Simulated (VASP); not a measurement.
# Driving VASP from ASE on Cd (Cadmium)

Do ASE scripts that read Cd (Cadmium) from different structure formats give one answer, and do several routes find one equilibrium volume? All runs use LDA. Left out of this account: 1 further run (self-consistent run: a reference on another mesh). The start is a cell from a database of measured crystal structures.

Main program and level: VASP 6.6.1; LDA; plane waves and PAW (Cd).

This is a report of a sequence of runs, with most program output left out.

## (1) The structure

It takes space group P6_3/mmc (No. 194, hexagonal). Conventional cell: a = 2.979 Å, b = 2.979 Å, c = 5.618 Å, α = 90.00°, β = 90.00°, γ = 120.00°. Nearest to Cd lie 12 Cd at 2.98 to 3.29 Å.

Coordinates:

```cif
data_structure
_symmetry_space_group_name_H-M 'P6_3/mmc'
_symmetry_Int_Tables_number 194
_cell_length_a 2.9789
_cell_length_b 2.9789
_cell_length_c 5.6177
_cell_angle_alpha 90.000
_cell_angle_beta 90.000
_cell_angle_gamma 120.000
_cell_volume 43.17
loop_
_atom_site_label
_atom_site_type_symbol
_atom_site_symmetry_multiplicity
_atom_site_Wyckoff_symbol
_atom_site_fract_x
_atom_site_fract_y
_atom_site_fract_z
_atom_site_occupancy
Cd1 Cd 2 c 0.33333 0.66667 0.25000 1
```

## (2) Self-consistent run (LDA, through ASE)

A single point through ASE, with the structure typed into the script.

File run.py:

```python
import numpy as np
from ase.calculators.vasp import Vasp
from ase import Atoms
from ase.dft.bandgap import bandgap

atoms = Atoms(['Cd', 'Cd'],
              cell=[[2.97887, 0.0, 0.0], [-1.489435, 2.57977709, 0.0], [0.0, 0.0, 5.61765]],
              scaled_positions=[[0.33333333, 0.66666667, 0.25], [0.66666667, 0.33333333, 0.75]],
              pbc=True)

calc = Vasp(
    xc='lda',
    pp='LDA',
    prec='Accurate',
    encut=400,
    ediff=1e-06,
    nelm=100,
    ismear=-1,
    sigma=0.05,
    lreal=False,
    algo='Normal',
    nbands=18,
    lorbit=11,
    lwave=False,
    lcharg=False,
    kpar=2,
    isif=2,
    pp_version='64',
    setups={'Cd': ''},
    kpts=(15, 15, 7),
    gamma=True,
    txt='vasp.out',
)
atoms.calc = calc

print("energy (eV):", round(atoms.get_potential_energy(), 6))
print("Fermi level (eV):", round(calc.get_fermi_level(), 4))
print("forces (eV/A):")
print(np.round(atoms.get_forces(), 4))
print("stress (GPa, Voigt, tension positive):", np.round(atoms.get_stress() * 160.21766, 3))
gap, p1, p2 = bandgap(calc, direct=False)
print("gap on the mesh (eV):", round(gap, 4))
```

Potentials, in the order of the species: Cd (LDA family, release 64).

Command:

```sh
$ export ASE_VASP_COMMAND="mpirun -np 2 vasp_std"
$ python run.py
```

Elapsed: 23 s, on 2 MPI ranks of AMD EPYC 7R43, shared host; peak memory 0.25 GiB; 42 s of CPU time.

At this level the cell is under a tension of 4.9 GPa, so at these settings it is away from equilibrium.

Numbers from this step:

- SCF cycles: 11
- electrons: 24
- bands: 18
- irreducible k-points: 108
- symmetry operations: 24
- free energy (TOTEN): -3.010 eV
- energy at zero smearing: -3.007 eV
- Fermi energy: 2.823 eV
- pressure: -4.921 GPa
- metallic: yes

The pressure is -4.92 GPa and the largest force 0.000 eV/Å, so the cell is not at a minimum at these settings.

## (3) A single point (LDA, through ASE)

The single point through ASE, with the structure read from a CIF with its space group. The mesh changes to 9×9×4, so this is no clean test of the format.

run.py, as its differences from that of step 2:

```diff
@@ -2,9 +2,6 @@
 from ase.calculators.vasp import Vasp
-from ase import Atoms
+from ase.io import read
 from ase.dft.bandgap import bandgap
 
-atoms = Atoms(['Cd', 'Cd'],
-              cell=[[2.97887, 0.0, 0.0], [-1.489435, 2.57977709, 0.0], [0.0, 0.0, 5.61765]],
-              scaled_positions=[[0.33333333, 0.66666667, 0.25], [0.66666667, 0.33333333, 0.75]],
-              pbc=True)
+atoms = read('Cd.cif')
 
@@ -29,3 +26,3 @@
     setups={'Cd': ''},
-    kpts=(15, 15, 7),
+    kpts=(9, 9, 4),
     gamma=True,
```

File Cd.cif:

```cif
data_Cd
_cell_length_a 2.97887000
_cell_length_b 2.97887000
_cell_length_c 5.61765000
_cell_angle_alpha 90.00000000
_cell_angle_beta 90.00000000
_cell_angle_gamma 120.00000000
_space_group_name_H-M_alt 'P6_3/mmc'
_space_group_name_Hall '-P 6c 2c'
_space_group_IT_number 194
loop_
_space_group_symop_operation_xyz
'x,y,z'
'-x,-y,-z'
'x-y,x,z+1/2'
'-x+y,-x,-z+1/2'
'-y,x-y,z'
'y,-x+y,-z'
'-x,-y,z+1/2'
'x,y,-z+1/2'
'-x+y,-x,z'
'x-y,x,-z'
'y,-x+y,z+1/2'
'-y,x-y,-z+1/2'
'-y,-x,-z+1/2'
'y,x,z+1/2'
'-x,-x+y,-z'
'x,x-y,z'
'-x+y,y,-z+1/2'
'x-y,-y,z+1/2'
'y,x,-z'
'-y,-x,z'
'x,x-y,-z+1/2'
'-x,-x+y,z+1/2'
'x-y,-y,-z'
'-x+y,y,z'
loop_
_atom_site_label
_atom_site_type_symbol
_atom_site_symmetry_multiplicity
_atom_site_Wyckoff_symbol
_atom_site_fract_x
_atom_site_fract_y
_atom_site_fract_z
_atom_site_occupancy
Cd1 Cd 2 c 0.3333333333 0.6666666667 0.2500000000 1
```

Wall time 10 s (2 MPI ranks); peak memory 0.2 GiB.

The k-mesh is coarse for a metal. At this level the cell is under a tension of 4.3 GPa, so at these settings it is away from equilibrium.

Numbers from this step:

| Property | Result |
| --- | --- |
| irreducible k-points | 36 |
| free energy (TOTEN) | -2.972 eV |
| energy at zero smearing | -2.967 eV |
| Fermi energy | 2.940 eV |
| pressure | -4.297 GPa |

The energy lies +20.27 meV an atom from the first script, on another mesh.

## (4) Full relaxation (LDA, through ASE)

Properties are meant for the cell that this level of theory prefers, so cell and atoms are relaxed first (ISIF = 3) until forces and stress are small; EDIFFG sets the threshold.

run.py, as its differences from that of step 3:

```diff
@@ -3,3 +3,2 @@
 from ase.io import read
-from ase.dft.bandgap import bandgap
 
@@ -23,6 +22,9 @@
     kpar=2,
-    isif=2,
+    ibrion=2,
+    nsw=60,
+    isif=3,
+    ediffg=-0.01,
     pp_version='64',
     setups={'Cd': ''},
-    kpts=(9, 9, 4),
+    kpts=(15, 15, 7),
     gamma=True,
@@ -37,3 +39,5 @@
 print("stress (GPa, Voigt, tension positive):", np.round(atoms.get_stress() * 160.21766, 3))
-gap, p1, p2 = bandgap(calc, direct=False)
-print("gap on the mesh (eV):", round(gap, 4))
+print("cell (A, degrees):", np.round(atoms.cell.cellpar(), 4))
+print("volume (A^3):", round(atoms.get_volume(), 4))
+print("positions:")
+print(np.round(atoms.get_scaled_positions(), 5))
```

File Cd.cif:

```cif
data_Cd
_cell_length_a 2.97887000
_cell_length_b 2.97887000
_cell_length_c 5.61765000
_cell_angle_alpha 90.00000000
_cell_angle_beta 90.00000000
_cell_angle_gamma 120.00000000
_space_group_name_H-M_alt 'P1'
_space_group_name_Hall 'P 1'
_space_group_IT_number 1
loop_
_space_group_symop_operation_xyz
'x,y,z'
loop_
_atom_site_label
_atom_site_type_symbol
_atom_site_symmetry_multiplicity
_atom_site_Wyckoff_symbol
_atom_site_fract_x
_atom_site_fract_y
_atom_site_fract_z
_atom_site_occupancy
Cd1 Cd 1 a 0.3333333333 0.6666666667 0.2500000000 1
Cd2 Cd 1 a 0.6666666667 0.3333333333 0.7500000000 1
```

Run time: 52 s. Hardware: 2 MPI ranks; peak memory 0.27 GiB; 99 s of CPU time.

The run keeps the 24 symmetry operations of its start, so it cannot find a distortion of lower symmetry.

Step by step:

```csv
step,energy less that of the first step (eV),largest force (eV/Å),pressure (GPa),volume (Å³)
1,0.0000,0.0000,-4.92,43.17
2,-0.0460,0.0000,2.29,39.16
3,-0.0532,0.0000,0.00,40.14
```

```csv
"conventional cell, symmetrised",before,after,change
a (Å),2.979,2.897,-2.7 %
b (Å),2.979,2.897,-2.7 %
c (Å),5.618,5.523,-1.7 %
volume (Å³/atom),21.59,20.07,-7.0 %
```

Final coordinates:

```xyz
2
Lattice="2.8970 0.0000 0.0000 -1.4485 2.5089 0.0000 0.0000 0.0000 5.5227" Properties=species:S:1:pos:R:3 pbc="T T T"
Cd    0.0000    1.6726    1.3807
Cd    1.4485    0.8363    4.1420
```

This step gave:

- irreducible k-points: 108
- free energy (TOTEN): -3.063 eV
- energy at zero smearing: -3.061 eV
- Fermi energy: 3.394 eV
- pressure: 0.002752 GPa
- SCF cycles over all ionic steps: 26

It ends with forces that vanish by symmetry and a pressure of 0.00 GPa.

## (5) Equation of state by an ASE loop (LDA)

An ASE loop scales the volume and fits the energies, which gives the bulk modulus from energies alone.

File run.py:

```python
import numpy as np
from ase.calculators.vasp import Vasp
from ase.io import read
from ase.eos import EquationOfState
from ase.units import GPa

atoms = read('Cd.cif')

calc = Vasp(
    xc='lda',
    pp='LDA',
    prec='Accurate',
    encut=400,
    ediff=1e-06,
    nelm=100,
    ismear=-1,
    sigma=0.05,
    lreal=False,
    algo='Normal',
    nbands=18,
    lorbit=11,
    lwave=False,
    lcharg=False,
    kpar=2,
    isif=2,
    pp_version='64',
    setups={'Cd': ''},
    kpts=(15, 15, 7),
    gamma=True,
    txt='vasp.out',
)
atoms.calc = calc

cell, volumes, energies = atoms.get_cell(), [], []
for x in [0.94, 0.96, 0.98, 1.0, 1.02, 1.04, 1.06]:
    atoms.set_cell(cell * x ** (1 / 3), scale_atoms=True)
    volumes.append(atoms.get_volume())
    energies.append(atoms.get_potential_energy())
    print(f"{x:.2f}  V = {volumes[-1]:.4f} A^3  E = {energies[-1]:.6f} eV")
v0, e0, b0 = EquationOfState(volumes, energies, eos="birchmurnaghan").fit()
print(f"V0 = {v0:.4f} A^3  E0 = {e0:.6f} eV  B0 = {b0 / GPa:.2f} GPa")
```

Cd.cif is that of step 4.

Elapsed: 2.4 min, on 2 MPI ranks; peak memory 0.26 GiB.

The minimum lies outside the volumes of the loop, so the fit is an extrapolation and is not used; the loop should be centred on a relaxed cell.

## (6) Relaxation driven by ASE (LDA)

Here ASE drives the relaxation and calls VASP for forces and stress at each step.

File run.py:

```python
import numpy as np
from ase.calculators.vasp import Vasp
from ase import Atoms
from ase.optimize import BFGS
from ase.filters import FrechetCellFilter

atoms = Atoms(['Cd', 'Cd'],
              cell=[[2.97887, 0.0, 0.0], [-1.489435, 2.57977709, 0.0], [0.0, 0.0, 5.61765]],
              scaled_positions=[[0.33333333, 0.66666667, 0.25], [0.66666667, 0.33333333, 0.75]],
              pbc=True)

calc = Vasp(
    xc='lda',
    pp='LDA',
    prec='Accurate',
    encut=400,
    ediff=1e-06,
    nelm=100,
    ismear=-1,
    sigma=0.05,
    lreal=False,
    algo='Normal',
    nbands=18,
    lorbit=11,
    lwave=False,
    lcharg=False,
    kpar=2,
    isif=2,
    pp_version='64',
    setups={'Cd': ''},
    kpts=(15, 15, 7),
    gamma=True,
    txt='vasp.out',
)
atoms.calc = calc

BFGS(FrechetCellFilter(atoms)).run(fmax=0.02, steps=30)
print("cell (A, degrees):", np.round(atoms.cell.cellpar(), 4))
print("volume (A^3):", round(atoms.get_volume(), 4))
print("energy (eV):", round(atoms.get_potential_energy(), 6))
print("Fermi level (eV):", round(calc.get_fermi_level(), 4))
print("forces (eV/A):")
print(np.round(atoms.get_forces(), 4))
print("stress (GPa, Voigt, tension positive):", np.round(atoms.get_stress() * 160.21766, 3))
```

It took 1.8 min on 2 MPI ranks; peak memory 0.24 GiB; 3.4 min of CPU time.

This step gave:

- optimizer steps: 4
- volume after bfgs: 20.01 Å³/atom

## (7) The runs together

| run | atoms | mesh | energy (eV/atom) | pressure (GPa) |
| --- | --- | --- | --- | --- |
| ASE, structure typed into the script | 2 | 15×15×7 | -1.50369 | -4.921 |
| ASE, structure read from a CIF with its space group | 2 | 9×9×4 | -1.48342 | -4.297 |

## (8) Total energy, forces and stress (LDA, through ASE), changed input

This run is made with a changed input; what comes of it follows.

run.py, as its differences from that of step 6:

```diff
@@ -3,4 +3,3 @@
 from ase import Atoms
-from ase.optimize import BFGS
-from ase.filters import FrechetCellFilter
+from ase.dft.bandgap import bandgap
 
@@ -17,3 +16,3 @@
     ediff=1e-06,
-    nelm=100,
+    nelm=96,
     ismear=-1,
@@ -30,3 +29,3 @@
     setups={'Cd': ''},
-    kpts=(15, 15, 7),
+    kpts=(1, 1, 1),
     gamma=True,
@@ -36,5 +35,2 @@
 
-BFGS(FrechetCellFilter(atoms)).run(fmax=0.02, steps=30)
-print("cell (A, degrees):", np.round(atoms.cell.cellpar(), 4))
-print("volume (A^3):", round(atoms.get_volume(), 4))
 print("energy (eV):", round(atoms.get_potential_energy(), 6))
@@ -44 +40,3 @@
 print("stress (GPa, Voigt, tension positive):", np.round(atoms.get_stress() * 160.21766, 3))
+gap, p1, p2 = bandgap(calc, direct=False)
+print("gap on the mesh (eV):", round(gap, 4))
```

The job ended after 3.2 s (2 MPI ranks; peak memory 0.18 GiB).

The run converged, but on settings that are not sound, so its numbers are not to be trusted.

Against the sound run on this cell (self-consistent run (LDA, through ASE)) the energy at zero smearing moves by -5308.0 meV an atom and the pressure by -31.08 GPa.

The fault in the input: one k point for a small cell (k-mesh = [1, 1, 1]). A small cell needs a mesh; Γ alone serves large cells only.

## (9) Outcome

| Quantity | Value |
| --- | --- |
| energy, ASE, structure typed into the script | -1.50369 eV/atom |
| energy, ASE, structure read from a CIF with its space group | -1.48342 eV/atom |
| volume from VASP's own relaxation | 20.07 Å³/atom |
| volume from BFGS in ASE | 20.01 Å³/atom |

What this shows: With the structure read from a CIF with its space group, ASE's run differs from the first script by +20.3 meV an atom, which comes from its other mesh. The volume loop around the listed cell missed the minimum and gave no usable fit. The routes to the equilibrium volume agree within 0.30 %. VASP's relaxation keeps the plane waves of its start, while ASE starts VASP afresh at each cell, and a loop at fixed shape can't relax anything but the volume.

[Lines on the potential files, build, host, timing and source positions are cut from VASP's logs without a mark.]

[Logs are printed without paths, hosts, clocks, repeated set-up lines and the standing remarks that a program may print on its own settings, such as how far it seeks lower states.]

[Hosts, paths, dates, database ids (printed as entryN), source tags and the programs' standing remarks are cut or masked in the printed files.]

[A measured line is paired with the nearest computed mode of its activity, which favours agreement.]
